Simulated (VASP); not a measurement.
The cell holds one Na (bcc) (100) slab, with vacuum along c, ions free to move until forces fall under 0.03 eV/Å, no reconstruction beyond this cell, dipole correction on.

Consider the following.

```
Na
1.0
    4.16557     0.00000     0.00000
    0.00000     4.16557     0.00000
    0.00000     0.00000    27.16421
Na
6
Direct
  0.50000   0.00000   0.30832
  0.00000   0.50000   0.38499
  0.50000   0.00000   0.46166
  0.00000   0.50000   0.53834
  0.50000   0.00000   0.61501
  0.00000   0.50000   0.69168
```

Level of theory: PBEsol GGA, VASP's PBE PAW potentials (set 64) (plane waves; VASP). Settings: 400 eV cut-off, 7×7×1 Γ-centred mesh, first-order Methfessel-Paxton smearing of 0.10 eV, potentials Na_pv.

```json
{
  "surface_energy": "16 meV/Å²",
  "work_function": "2.66 eV",
  "band gap (on the k-mesh)": "none (metal, semimetal or under 0.01 eV)"
}
```

The cell is a thin slab with vacuum, built from Na (bcc): (100) face.
